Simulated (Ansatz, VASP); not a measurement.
# SbP: VASP beside Ansatz, part 2 of 2

Wanted: the spread between two codes on one cell, functional and k mesh. The cell is generated by rule, not measured, and may not be a known phase. The cell is taken from a series of runs on this material, whose earlier steps may have relaxed, scaled, displaced or heated it; both programs get it as it stands.

VASP 6.6.1 and Ansatz 0.2.0.

So far: The structure; Ansatz: zone-centre phonons, PBE.

## (3) VASP: zone-centre phonons, PBE

Level of this step: PBE; plane waves and PAW (Sb, P); invented cell (VASP).

The same cell, functional, mesh and smearing now go to VASP, with its own data sets.

Lines of VASP's logs that name or quote its potential files are left out, and so is its time.

INCAR

```
SYSTEM = SbP
PREC = Accurate
ENCUT = 500
EDIFF = 1E-08
NELM = 120
ISMEAR = 1
SIGMA = 0.15
LREAL = .FALSE.
ALGO = Normal
GGA = PE
NBANDS = 16
LORBIT = 11
LWAVE = .FALSE.
LCHARG = .FALSE.
ISIF = 2
IBRION = 8
LASPH = .TRUE.
GGA_COMPAT = .FALSE.
KPAR = 2
```

POSCAR

```
SbP
1.0
    4.7795799860     -0.0000032685      0.0000000000
   -2.3897871623      4.1392393215      0.0000000000
    0.0000000000      0.0000000000      5.8717278375
Sb P
2 2
Direct
    0.3333333333      0.6666666667      0.9669264003
    0.6666666667      0.3333333333      0.4669264003
    0.3333333333      0.6666666667      0.4080735997
    0.6666666667      0.3333333333      0.9080735997
```

KPOINTS

```
Automatic mesh
0
Gamma
10 10 6
0 0 0
```

The projector-augmented-wave data sets are Sb and P (PBE family, release 64).

Run with:

```console
> mpirun -np 2 vasp_std
```

Numbers of over 12 decimals in the logs are rounded to 6 here.

The program printed:

```text
[banner, memory and clock lines left out]
running    2 mpi-ranks, on    1 nodes
 distrk:  each k-point on    1 cores,    2 groups
 distr:  one band on    1 cores,    1 groups

 POSCAR found type information on POSCAR SbP
 POSCAR found :  2 types and       4 ions
 LDA part: xc-table for (Slater+PW92), standard interpolation
 POSCAR, INCAR and KPOINTS ok, starting setup
 FFT: planning ... GRIDC
 FFT: planning ... GRID_SOFT
 FFT: planning ... GRID
 WAVECAR not read
 entering main loop
       N       E                     dE             d eps       ncg     rms          rms(c)
DAV:   1     0.874270768026E+02    0.87427E+02   -0.71635E+03  1792   0.972E+02
DAV:   2    -0.116969983062E+02   -0.99124E+02   -0.95964E+02  2440   0.164E+02
DAV:   3    -0.183445251074E+02   -0.66475E+01   -0.65790E+01  2384   0.467E+01
DAV:   4    -0.184324170447E+02   -0.87892E-01   -0.87849E-01  2232   0.641E+00
DAV:   5    -0.184343442145E+02   -0.19272E-02   -0.19271E-02  2448   0.946E-01    0.597E+00
DAV:   6    -0.179952918661E+02    0.43905E+00   -0.12384E+00  2080   0.490E+00    0.366E+00
DAV:   7    -0.179962613548E+02   -0.96949E-03   -0.15958E-01  2376   0.210E+00    0.180E+00
DAV:   8    -0.179915298677E+02    0.47315E-02   -0.14004E-02  2048   0.663E-01    0.406E-01
DAV:   9    -0.179915264339E+02    0.34338E-05   -0.27419E-03  2232   0.317E-01    0.967E-02
DAV:  10    -0.179917301694E+02   -0.20374E-03   -0.33763E-04  2256   0.975E-02    0.639E-02
DAV:  11    -0.179919596760E+02   -0.22951E-03   -0.39154E-04  2152   0.965E-02    0.196E-02
DAV:  12    -0.179919549919E+02    0.46840E-05   -0.30187E-05  2344   0.314E-02    0.110E-02
DAV:  13    -0.179919612348E+02   -0.62429E-05   -0.16941E-05  2216   0.196E-02    0.598E-03
DAV:  14    -0.179919614670E+02   -0.23221E-06   -0.42884E-07  2392   0.397E-03    0.283E-03
DAV:  15    -0.179919614065E+02    0.60582E-07   -0.10562E-07  2216   0.180E-03    0.156E-03
DAV:  16    -0.179919612864E+02    0.12008E-06   -0.51918E-08  2232   0.113E-03    0.255E-04
DAV:  17    -0.179919612881E+02   -0.17066E-08   -0.69675E-09  1464   0.470E-04
   1 F= -.17991961E+02 E0= -.17991015E+02  d E =-.283996E-02
 Linear response reoptimize wavefunctions to high precision
DAV:   1    -0.179919612747E+02    0.13375E-07   -0.13078E-09  1664   0.220E-04
DAV:   2    -0.179919612747E+02   -0.10232E-11   -0.23754E-10  1200   0.966E-05
 Linear response DOF=           4
 Linear response progress:
  Degree of freedom:   1/  4
       N       E                     dE             d eps       ncg     rms          rms(c)
RMM:   1    -0.272414497378E-01   -0.27241E-01    0.73331E-03 18979   0.121E+00
RMM:   2    -0.259172066406E-01    0.13242E-02   -0.30652E-03 15766   0.286E-01    0.585E-02
RMM:   3    -0.258129750107E-01    0.10423E-03   -0.18751E-04 16185   0.523E-02    0.335E-02
RMM:   4    -0.257235454866E-01    0.89430E-04   -0.54613E-05 15992   0.236E-02    0.405E-03
RMM:   5    -0.257205530932E-01    0.29924E-05   -0.82328E-06 16821   0.509E-03    0.162E-03
RMM:   6    -0.257241911612E-01   -0.36381E-05    0.42321E-07 16369   0.194E-03    0.415E-04
RMM:   7    -0.257245894603E-01   -0.39830E-06    0.51848E-06 17121   0.543E-04    0.189E-04
RMM:   8    -0.257250356936E-01   -0.44623E-06    0.62377E-07 16346   0.353E-04    0.522E-05
RMM:   9    -0.257250003590E-01    0.35335E-07    0.58792E-07 17412   0.978E-05    0.166E-05
RMM:  10    -0.257250186461E-01   -0.18287E-07   -0.22634E-08 17376   0.308E-05    0.547E-06
RMM:  11    -0.257250336799E-01   -0.15034E-07    0.51027E-08 17277   0.177E-05    0.158E-06
RMM:  12    -0.257250322737E-01    0.14062E-08    0.87454E-09 16638   0.101E-05    0.607E-07
 first order change of Fermi-energy  -0.39692E-04
 force on displaced ion       1 direction 1 :  -1.522   0.002   0.000
 Linear response progress:
  Degree of freedom:   2/  4
       N       E                     dE             d eps       ncg     rms          rms(c)
RMM:   1    -0.306870777763E-01   -0.30687E-01    0.21033E-02  4175   0.120E+00
RMM:   2    -0.294641408393E-01    0.12229E-02   -0.25131E-03  3725   0.286E-01    0.821E-02
RMM:   3    -0.292955379404E-01    0.16860E-03   -0.12367E-04  3785   0.626E-02    0.460E-02
RMM:   4    -0.291463792252E-01    0.14916E-03   -0.14404E-05  3810   0.275E-02    0.161E-02
RMM:   5    -0.291068363555E-01    0.39543E-04    0.46225E-06  3800   0.108E-02    0.415E-03
RMM:   6    -0.291052547038E-01    0.15817E-05   -0.37004E-06  3905   0.266E-03    0.140E-03
RMM:   7    -0.291074435578E-01   -0.21889E-05   -0.34604E-06  3765   0.132E-03    0.279E-04
RMM:   8    -0.291072055994E-01    0.23796E-06   -0.10816E-06  3882   0.527E-04    0.152E-04
RMM:   9    -0.291068674669E-01    0.33813E-06   -0.21803E-07  3607   0.271E-04    0.412E-05
RMM:  10    -0.291068502889E-01    0.17178E-07   -0.18266E-07  3949   0.138E-04    0.179E-05
RMM:  11    -0.291068488938E-01    0.13951E-08   -0.63616E-08  4068   0.439E-05    0.888E-06
 first order change of Fermi-energy  -0.18967E+00
 force on displaced ion       1 direction 3 :  -0.000  -0.000  -6.618
 Linear response progress:
  Degree of freedom:   3/  4
       N       E                     dE             d eps       ncg     rms          rms(c)
RMM:   1    -0.533733469589E-01   -0.53373E-01    0.86544E-03 23528   0.138E+00
RMM:   2    -0.494862723916E-01    0.38871E-02   -0.31197E-03 15237   0.317E-01    0.706E-02
RMM:   3    -0.496908858296E-01   -0.20461E-03   -0.18871E-04 16061   0.669E-02    0.362E-02
RMM:   4    -0.499051206678E-01   -0.21423E-03   -0.11449E-04 16005   0.322E-02    0.837E-03
RMM:   5    -0.499119338237E-01   -0.68132E-05   -0.85502E-06 16615   0.101E-02    0.352E-03
RMM:   6    -0.499068851785E-01    0.50486E-05    0.50314E-06 16905   0.208E-03    0.218E-03
RMM:   7    -0.499124044860E-01   -0.55193E-05    0.63686E-06 16139   0.133E-03    0.277E-04
RMM:   8    -0.499128452085E-01   -0.44072E-06    0.13212E-06 17340   0.313E-04    0.615E-05
RMM:   9    -0.499128303549E-01    0.14854E-07    0.15838E-07 16557   0.141E-04    0.260E-05
RMM:  10    -0.499128947562E-01   -0.64401E-07    0.25921E-07 17784   0.429E-05    0.126E-05
RMM:  11    -0.499128567004E-01    0.38056E-07    0.48128E-08 16856   0.299E-05    0.333E-06
RMM:  12    -0.499128641930E-01   -0.74926E-08    0.39443E-08 18029   0.155E-05    0.612E-07
 first order change of Fermi-energy   0.36355E-04
 force on displaced ion       3 direction 1 :  -1.874  -0.002  -0.001
 Linear response progress:
  Degree of freedom:   4/  4
       N       E                     dE             d eps       ncg     rms          rms(c)
RMM:   1    -0.573425972824E-01   -0.57343E-01    0.17108E-02  5231   0.137E+00
RMM:   2    -0.535003845919E-01    0.38422E-02   -0.31728E-03  3587   0.321E-01    0.891E-02
RMM:   3    -0.536452578593E-01   -0.14487E-03   -0.20085E-04  3772   0.754E-02    0.458E-02
RMM:   4    -0.537726048553E-01   -0.12735E-03   -0.16633E-05  3787   0.249E-02    0.171E-02
RMM:   5    -0.538308936300E-01   -0.58289E-04   -0.11030E-05  3846   0.100E-02    0.498E-03
RMM:   6    -0.538317360096E-01   -0.84238E-06   -0.43407E-06  3888   0.310E-03    0.203E-03
RMM:   7    -0.538303153576E-01    0.14207E-05   -0.42049E-07  3947   0.101E-03    0.473E-04
RMM:   8    -0.538317954452E-01   -0.14801E-05   -0.65551E-08  3992   0.379E-04    0.162E-04
RMM:   9    -0.538320600894E-01   -0.26464E-06    0.75860E-08  3959   0.160E-04    0.306E-05
RMM:  10    -0.538319873174E-01    0.72772E-07    0.15924E-07  4099   0.678E-05    0.925E-06
RMM:  11    -0.538320123939E-01   -0.25077E-07    0.22736E-08  4118   0.326E-05    0.397E-06
RMM:  12    -0.538320216633E-01   -0.92694E-08   -0.17570E-08  3789   0.273E-05    0.104E-06
 first order change of Fermi-energy   0.18968E+00
 force on displaced ion       3 direction 3 :   0.000  -0.000  -6.437
 Linear response finished
```

Parts of OUTCAR (step 3):

```text
ion  position               nearest neighbor table
   1  0.333  0.667  0.967-   3 2.59   4 2.78   4 2.78   4 2.78   3 3.28
   2  0.667  0.333  0.467-   4 2.59   3 2.78   3 2.78   3 2.78   4 3.28
   3  0.333  0.667  0.408-   1 2.59   2 2.78   2 2.78   2 2.78   1 3.28
   4  0.667  0.333  0.908-   2 2.59   1 2.78   1 2.78   1 2.78   2 3.28

  LATTYP: Found a hexagonal cell.
 ALAT       =     4.7795799860
 C/A-ratio  =     1.2285028925

 Subroutine GETGRP returns: Found 12 space group operations
 (whereof  6 operations were pure point group operations)

The static configuration has the point symmetry C_3v.
 The point group associated with its full space group is C_6v.

 Found     56 irreducible k-points:

   k-points           NKPTS =     56   k-points in BZ     NKDIM =     56   number of bands    NBANDS=     16

   dimension x,y,z NGX =    36 NGY =   36 NGZ =   48
   dimension x,y,z NGXF=    72 NGYF=   72 NGZF=   96

   ENCUT  =  500.0 eV  36.75 Ry    6.06 a.u.   8.71  8.71 10.71*2*pi/ulx,y,z

   NELECT =      20.0000    total number of electrons

 k-points in reciprocal lattice and weights: Automatic mesh
   0.00000000  0.00000000  0.00000000       0.002
   0.10000000 -0.00000000  0.00000000       0.010
   0.20000000 -0.00000000  0.00000000       0.010
   0.30000000 -0.00000000  0.00000000       0.010
   0.40000000 -0.00000000  0.00000000       0.010
   0.50000000 -0.00000000  0.00000000       0.005
   0.10000000  0.10000000  0.00000000       0.010
   0.20000000  0.10000000  0.00000000       0.020
   0.30000000  0.10000000  0.00000000       0.020
[...]
0.40000000  0.20000000  0.50000000       0.010
   0.30000000  0.30000000  0.50000000       0.010

 average (electrostatic) potential at core
       1 -88.0327       2 -88.0327       3 -83.7184       4 -83.7184

  Total       -0.0218436     -0.0218436      0.0296472     -0.0000000      0.0000000     -0.0000000
  in kB       -0.3012724     -0.3012724      0.4089016     -0.0000000      0.0000000     -0.0000000
  external PRESSURE =      -0.0645477 kB  Pullay stress =       0.0000000 kB

  energy-cutoff  :      500.00
  volume of cell :      116.17
      direct lattice vectors                 reciprocal lattice vectors
     4.779579986 -0.000003269  0.000000000     0.209223488  0.120795046  0.000000000
    -2.389787162  4.139239321  0.000000000     0.000000165  0.241590379  0.000000000
     0.000000000  0.000000000  5.871727837     0.000000000  0.000000000  0.170307621

 POSITION                                       TOTAL-FORCE (eV/Angst)
 -----------------------------------------------------------------------------------
      0.00000      2.75949      5.67753         0.000000     -0.000000     -0.016221
      2.38979      1.37974      2.74166        -0.000000      0.000000     -0.016221
      0.00000      2.75949      2.39610         0.000000      0.000000      0.016221
      2.38979      1.37974      5.33196        -0.000000     -0.000000      0.016221
 -----------------------------------------------------------------------------------
    total drift:                               -0.000000      0.000000      0.000458

 Eigenvectors and eigenvalues of the dynamical matrix
 ----------------------------------------------------

   1 f  =    8.266257 THz    51.938424 2PiTHz  275.732650 cm-1    34.186476 meV
             X         Y         Z           dx          dy          dz
      0.000002  2.759492  5.677529    -0.000000    0.000000    0.207246
      2.389791  1.379744  2.741665    -0.000000    0.000000   -0.207246
      0.000002  2.759492  2.396097     0.000000   -0.000000   -0.676054
      2.389791  1.379744  5.331961     0.000000   -0.000000    0.676054

   2 f  =    6.914591 THz    43.445657 2PiTHz  230.645930 cm-1    28.596438 meV
             X         Y         Z           dx          dy          dz
      0.000002  2.759492  5.677529    -0.000000    0.000000    0.318853
      2.389791  1.379744  2.741665    -0.000000    0.000000    0.318853
      0.000002  2.759492  2.396097     0.000000   -0.000000   -0.631136
      2.389791  1.379744  5.331961     0.000000   -0.000000   -0.631136

   3 f  =    5.765268 THz    36.224246 2PiTHz  192.308636 cm-1    23.843221 meV
             X         Y         Z           dx          dy          dz
      0.000002  2.759492  5.677529    -0.268956   -0.169864   -0.000000
      2.389791  1.379744  2.741665    -0.268956   -0.169864    0.000000
      0.000002  2.759492  2.396097     0.533940    0.337220    0.000000
      2.389791  1.379744  5.331961     0.533940    0.337220    0.000000

   4 f  =    5.765268 THz    36.224246 2PiTHz  192.308636 cm-1    23.843221 meV
             X         Y         Z           dx          dy          dz
      0.000002  2.759492  5.677529    -0.169864    0.268956    0.000000
      2.389791  1.379744  2.741665    -0.169864    0.268956   -0.000000
      0.000002  2.759492  2.396097     0.337220   -0.533940    0.000000
      2.389791  1.379744  5.331961     0.337220   -0.533940    0.000000

   5 f  =    3.465802 THz    21.776278 2PiTHz  115.606722 cm-1    14.333400 meV
             X         Y         Z           dx          dy          dz
      0.000002  2.759492  5.677529     0.000000   -0.000000   -0.676054
      2.389791  1.379744  2.741665     0.000000    0.000000    0.676054
      0.000002  2.759492  2.396097    -0.000000    0.000000   -0.207246
      2.389791  1.379744  5.331961     0.000000   -0.000000    0.207246

   6 f  =    2.006808 THz    12.609148 2PiTHz   66.939915 cm-1     8.299488 meV
             X         Y         Z           dx          dy          dz
      0.000002  2.759492  5.677529    -0.248805   -0.157142   -0.000000
      2.389791  1.379744  2.741665     0.248805    0.157142    0.000000
      0.000002  2.759492  2.396097     0.543617    0.343342   -0.000000
      2.389791  1.379744  5.331961    -0.543617   -0.343342    0.000000

   7 f  =    2.006808 THz    12.609148 2PiTHz   66.939915 cm-1     8.299488 meV
             X         Y         Z           dx          dy          dz
      0.000002  2.759492  5.677529    -0.157142    0.248805   -0.000000
      2.389791  1.379744  2.741665     0.157142   -0.248805    0.000000
      0.000002  2.759492  2.396097     0.343342   -0.543617   -0.000000
      2.389791  1.379744  5.331961    -0.343342    0.543617    0.000000

   8 f/i=    0.003071 THz     0.019297 2PiTHz    0.102446 cm-1     0.012702 meV
             X         Y         Z           dx          dy          dz
      0.000002  2.759492  5.677529    -0.613277    0.150665   -0.000000
      2.389791  1.379744  2.741665    -0.613277    0.150665   -0.000000
      0.000002  2.759492  2.396097    -0.308920    0.075893   -0.000000
      2.389791  1.379744  5.331961    -0.308920    0.075893   -0.000000

   9 f/i=    0.003071 THz     0.019297 2PiTHz    0.102446 cm-1     0.012702 meV
             X         Y         Z           dx          dy          dz
      0.000002  2.759492  5.677529     0.150665    0.613277   -0.000000
      2.389791  1.379744  2.741665     0.150665    0.613277   -0.000000
      0.000002  2.759492  2.396097     0.075893    0.308920   -0.000000
      2.389791  1.379744  5.331961     0.075893    0.308920   -0.000000

  10 f/i=    0.004504 THz     0.028302 2PiTHz    0.150249 cm-1     0.018629 meV
             X         Y         Z           dx          dy          dz
      0.000002  2.759492  5.677529     0.000000   -0.000000   -0.631136
      2.389791  1.379744  2.741665     0.000000   -0.000000   -0.631136
      0.000002  2.759492  2.396097     0.000000   -0.000000   -0.318853
      2.389791  1.379744  5.331961     0.000000   -0.000000   -0.318853

  11 f/i=    1.259734 THz     7.915140 2PiTHz   42.020190 cm-1     5.209837 meV
             X         Y         Z           dx          dy          dz
      0.000002  2.759492  5.677529     0.343335   -0.543621    0.000000
      2.389791  1.379744  2.741665    -0.343335    0.543621    0.000000
      0.000002  2.759492  2.396097     0.157139   -0.248807    0.000000
      2.389791  1.379744  5.331961    -0.157139    0.248807    0.000000

  12 f/i=    1.259734 THz     7.915140 2PiTHz   42.020190 cm-1     5.209837 meV
             X         Y         Z           dx          dy          dz
      0.000002  2.759492  5.677529     0.543621    0.343335   -0.000000
      2.389791  1.379744  2.741665    -0.543621   -0.343335   -0.000000
      0.000002  2.759492  2.396097     0.248807    0.157139   -0.000000
      2.389791  1.379744  5.331961    -0.248807   -0.157139   -0.000000

 ELASTIC MODULI CONTR FROM IONIC RELAXATION (kBar)
 Direction    XX          YY          ZZ          XY          YZ          ZX
 --------------------------------------------------------------------------------
 XX          -5.1607      2.5705    -31.2939     -0.0000      0.0000      0.0000
 YY           2.5705     -5.1607    -31.2939     -0.0000     -0.0000     -0.0000
 ZZ         -31.2939    -31.2939   -756.1702     -0.0000      0.0000      0.0000
 XY          -0.0000     -0.0000     -0.0000     -3.8656      0.0000      0.0000
 YZ           0.0000     -0.0000      0.0000      0.0000    -21.7916     -0.0000
 ZX           0.0000      0.0000      0.0000      0.0000     -0.0000    -29.6999
 --------------------------------------------------------------------------------
```

## (4) Comparison

Known differences besides the potentials themselves: VASP's run holds the zone centre alone; the data sets hold 40 valence electrons in Ansatz (on its default PAW (the set named soft_2) files) and 20 in VASP; the cutoff is 420 eV in Ansatz and 500 eV in VASP. Total energies have different zeros and are not compared.

Both answers:

| quantity | Ansatz | VASP | difference |
| --- | --- | --- | --- |
| optical mode 1 to 2 (imaginary, printed as negative) (cm⁻¹) | -46.2 | -42.0 | -4.1 |
| optical mode 3 to 4 (cm⁻¹) | 65.0 | 66.9 | -2.82 % |
| optical mode 5 (cm⁻¹) | 114.5 | 115.6 | -0.95 % |
| optical mode 6 to 7 (cm⁻¹) | 189.5 | 192.3 | -1.46 % |
| optical mode 8 (cm⁻¹) | 227.8 | 230.6 | -1.25 % |
| optical mode 9 (cm⁻¹) | 272.7 | 275.7 | -1.10 % |

Modes are paired by rising frequency, not by their patterns, so a pair may set unlike modes beside each other; they are those without the splitting of longitudinal modes.

## (5) Results

- r.m.s. difference of the optical zone-centre modes, each program's sorted by frequency (zone-centre phonons, PBE): 2.9 cm⁻¹
- difference in optical mode 3 to 4 (zone-centre phonons, PBE): -2.8 %

What this shows: The r.m.s. difference of the optical zone-centre modes, each program's sorted by frequency is 2.9 cm⁻¹ (zone-centre phonons, PBE). The data sets hold unlike numbers of valence electrons (40 in Ansatz and 20 in VASP), so part of the differences comes from the potentials. Among the rows given in per cent, the largest difference of the zone-centre phonons, PBE pair is in optical mode 3 to 4, -2.8 %. How closely two codes agree says nothing of how well the functional describes the real material.

[Lines on the potential files, build, host, timing and source positions are cut from VASP's logs without a mark.]

[Logs are printed without paths, hosts, clocks, repeated set-up lines and the standing remarks that a program may print on its own settings, such as how far it seeks lower states.]

[Hosts, paths, dates, database ids (printed as entryN), source tags and the programs' standing remarks are cut or masked in the printed files.]
